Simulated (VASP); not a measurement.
Set up this calculation in VASP 6.6.1, as the native input.

- Task: single point
- Functional: PBE
- Dispersion: D3(BJ)
- Potentials or basis: VASP PAW PBE potentials, release 64 (S, C, O, H)
- Cutoff: 520 eV
- k mesh: 1 × 1 × 1
- Occupations: fermi-dirac, width 0.05 eV
- Spin: no spin polarisation
- Dipole correction: no
- Further INCAR settings: LREAL = Auto; ALGO = Normal; EDIFF = 1e-06; NBANDS = 51

The structure of H2CS2O lies in POSCAR:

```
H2CS2O
1.0
    7.9738730000      0.0000000000      0.0000000000
    0.0000000000      7.9738730000      0.0000000000
    0.0000000000      0.0000000000      7.9738730000
S C O H
6 3 3 6
Direct
    0.9494382466      0.9375368783      0.6380337384
    1.0713739735      1.0775942882      0.2777822019
    0.3687041416      0.2448747303     -0.1012807703
    0.6410059453     -0.0049662191      0.0560079148
    1.0840528812      0.6668528581      0.0348889429
    0.8532365640      0.4547852718      0.2696682026
    0.9949493803      1.0011822360      0.4578076425
    0.4827641474      0.1110250941     -0.0013418824
    0.9719994286      0.5607061963      0.1605367931
    0.1595460575      0.6113214996      0.5824522161
    0.4127229014      0.8369960244      0.6668026942
    0.9758495025      0.2642003453      0.8556820506
    0.0796977830      0.6324404715      0.6692858038
    0.1317051325      0.4965717412      0.5535327688
    0.4212382113      0.7527584149      0.5743005940
    0.3070778780      0.8945590179      0.6254927812
    0.9489742312      0.1728018492      0.7688986268
    0.9942721686      0.3823863259      0.8265368661
```

The cell was built by a generator and needn't be a form met in nature.

These files were run (other wordings do the same):

INCAR

```
  PREC = Accurate
  ENCUT = 520
  EDIFF = 1E-6
  ISMEAR = -1
  SIGMA = 0.05
  LREAL = Auto
  LASPH = T
  NELM = 100
  ALGO = Normal
  ISIF = 2
  LWAVE = F
  LCHARG = F
  GGA = PE
  IVDW = 12
  NBANDS = 51
```

KPOINTS

```
Automatic mesh
0
Gamma
  1 1 1
```

Potentials or basis: VASP PAW PBE potentials, release 64 (S, C, O, H).

Launch:

```bash
$ cat potpaw_PBE.64/S/POTCAR potpaw_PBE.64/C/POTCAR potpaw_PBE.64/O/POTCAR potpaw_PBE.64/H/POTCAR > POTCAR
$ mpirun -np 1 vasp_gam > vasp.out
```

Results of the run:

```
Pressure                   : -2.3 GPa
Largest force              : 4.311 eV/Å
Band gap on the k mesh     : 2.65 eV, direct
Dispersion energy per atom : -0.059 eV
```

Wall time 62 s on 1 thread of AMD EPYC 7R43 64-Core Processor (Zen 3), with other jobs on the host, peak memory 0.42 GiB.
